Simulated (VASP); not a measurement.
Data:

```yaml
crystal:
  lattice:
    - [0.00000, 2.86576, 2.86576]
    - [2.86576, 0.00000, 2.86576]
    - [2.86576, 2.86576, 0.00000]
  atoms:
    - { symbol: Mg, position: [0.25000, 0.25000, 0.25000] }
    - { symbol: Mg, position: [0.75000, 0.75000, 0.75000] }
    - { symbol: Si, position: [0.00000, 0.00000, 0.00000] }
```

These are PBEsol GGA, VASP's PBE PAW potentials (set 64) (plane waves; VASP 6.6.1) values and carry that method's errors. Numerical set-up: 500 eV cut-off, 9×9×9 Γ-centred mesh, first-order Methfessel-Paxton smearing of 0.10 eV, potentials Mg Si.

Problem. Predict the energy per atom (σ→0), pressure, band gap (on the k-mesh) with the smallest direct gap where there is one.

Solution. 
```
Item                                                        Result
------------------------  ----------------------------------------
band gap (on the k-mesh)  none (metal, semimetal or under 0.01 eV)
energy per atom (σ→0)                               -2.828 eV/atom
pressure                                                 30.01 GPa
```

Total energies compare only between runs with the same potentials, cut-off and functional.

The compound is Mg2Si in the antifluorite structure. It was relaxed first under an external pressure of 30 GPa.
